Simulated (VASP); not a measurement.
```
CELL_PARAMETERS angstrom
      0.00000     2.91053     2.91053
      2.91053     0.00000     2.91053
      2.91053     2.91053     0.00000
ATOMIC_POSITIONS crystal
  Al 0.00000 0.00000 0.00000
  As 0.25000 0.25000 0.25000
```

Calculation: optB86b-vdW, VASP's PBE PAW potentials (set 64) (plane waves; VASP). Run with 520 eV cut-off, 8×8×8 Γ-centred mesh, Gaussian smearing of 0.050 eV, potentials Al As.

Question: What does the run give for the energy per atom (σ→0), pressure, band gap (on the k-mesh) with the smallest direct gap where there is one?

Answer: 
```json
{
 "band gap (on the k-mesh)": "1.41 eV",
 "smallest direct gap (on the k-mesh)": "1.41 eV",
 "energy per atom (σ→0)": "-3.342 eV/atom",
 "pressure": "-3.58 GPa"
}
```

Total energies compare only between runs with the same potentials, cut-off and functional.

The compound is AlAs in the zinc blende structure. This cell is one point of a volume scan, at 1.06 of the reference volume.
